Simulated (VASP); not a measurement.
Runs of VASP 6.6.1 on BN. It takes space group F-43m (No. 216, cubic). The conventional cell has a = 3.625 Å, b = 3.625 Å, c = 3.625 Å, α = 90.00°, β = 90.00°, γ = 90.00°. Around B (site symmetry -43m) lie 4 N at 1.57 Å. Around N (site symmetry -43m) lie 4 B at 1.57 Å. 

```csv
task,cell,gap on the mesh (eV),pressure (GPa)
Born charges and dielectric tensor,"F-43m, 5.96 Å³/atom",4.44,-
single point,a relaxed cell with its volume scaled by 0.97,4.47,12.4
single point,a relaxed cell with its volume scaled by 0.94,4.50,(b)
single point,a relaxed cell with its volume scaled by 1.09,4.38,-19.9
relaxation of cell and atoms,relaxed,4.45,0.0
single point,"F-43m, 5.96 Å³/atom",4.44,0.4
single point,a relaxed cell with its volume scaled by 1.03,(a),(c)
```

Alike in all rows: level PBE; potentials or basis VASP PAW PBE potentials, release 64 (B, N); no spin polarisation; k mesh 14 × 14 × 14; cutoff (eV) 520; smearing gaussian 0.02 eV.

Task: Estimate the missing entries.

Result: (a) 4.41; (b) 26.2; (c) -10.1.

Caveats: so large a pressure means that the cell lies far from this level's equilibrium, or that cutoff or potentials fall short (some runs); some modes are imaginary (some runs).

A k mesh can miss the band edges.
